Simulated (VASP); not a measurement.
Write the native input for VASP 6.6.1 that does the following.

```yaml
Task: Born charges and dielectric tensor
Functional: LDA
Potentials_or_basis: VASP PAW LDA potentials, release 64 (Ca_sv, O)
Cutoff: 600 eV
k_mesh: 8 × 8 × 8
Occupations: gaussian, width 0.02 eV
Spin: no spin polarisation
Further_INCAR_settings: ALGO = Normal; EDIFF = 1e-08; IBRION = 8; NSW = 1
```

The structure of CaO lies in POSCAR:

```
CaO
1.0
    0.0000000000      2.3871300000      2.3871300000
    2.3871300000      0.0000000000      2.3871300000
    2.3871300000      2.3871300000      0.0000000000
Ca O
1 1
Direct
    0.0000000000      0.0000000000      0.0000000000
    0.5000000000      0.5000000000      0.5000000000
```

These files were run (other wordings do the same):

INCAR

```
SYSTEM = CaO
  PREC = Accurate
  ENCUT = 600
  EDIFF = 1E-8
  ISMEAR = 0
  SIGMA = 0.02
  LREAL = .FALSE.
  LASPH = .TRUE.
  NELM = 60
  ALGO = Normal
  ISIF = 2
  LWAVE = .FALSE.
  LCHARG = .FALSE.
  GGA = CA
  LEPSILON = .TRUE.
  IBRION = 8
  NSW = 1
```

KPOINTS

```
regular mesh
0
G
  8 8 8
  0 0 0
```

Potentials or basis: VASP PAW LDA potentials, release 64 (Ca_sv, O).

The run is started by

```sh
$ cat potpaw_LDA.64/Ca_sv/POTCAR potpaw_LDA.64/O/POTCAR > POTCAR
$ mpirun -np 1 vasp_std > vasp.out
```

Results of the run:

```
Band gap on the k mesh                                  : 3.45 eV, indirect (least direct gap 3.82 eV)
Electronic dielectric tensor (diagonal)                 : 3.86
Born charges (mean of the diagonal)                     : Ca +2.36; O -2.36 e
Highest phonon frequency at Γ, LO-TO splitting left out : 267 cm⁻¹
```

Run time: 4.4 min on 1 thread of AMD EPYC 9R45 (Zen 5) (shared host), peak memory 0.17 GiB.
